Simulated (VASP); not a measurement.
Given:

```xyz
3
Lattice="0.0000 3.0500 3.0500 3.0500 0.0000 3.0500 3.0500 3.0500 0.0000" Properties=species:S:1:pos:R:3 pbc="T T T"
Ba     0.0000     0.0000     0.0000
F      1.5250     1.5250     1.5250
F      4.5751     4.5751     4.5751
```

Level of theory: revTPSS meta-GGA, VASP's PBE PAW potentials (set 64) (plane waves; VASP). Run with 520 eV cut-off, 6×6×6 Γ-centred mesh, Gaussian smearing of 0.050 eV, potentials Ba_sv F.

Problem. Give the stress tensor in GPa (positive for a compressed cell).

Solution. 
```
4.38  0.00  0.00
0.00  4.38  0.00
0.00  0.00  4.38
```
The pressure is its mean diagonal, 4.38 GPa.

The compound is BaF2 in the fluorite structure. This cell is one point of a volume scan, at 0.94 of the reference volume.
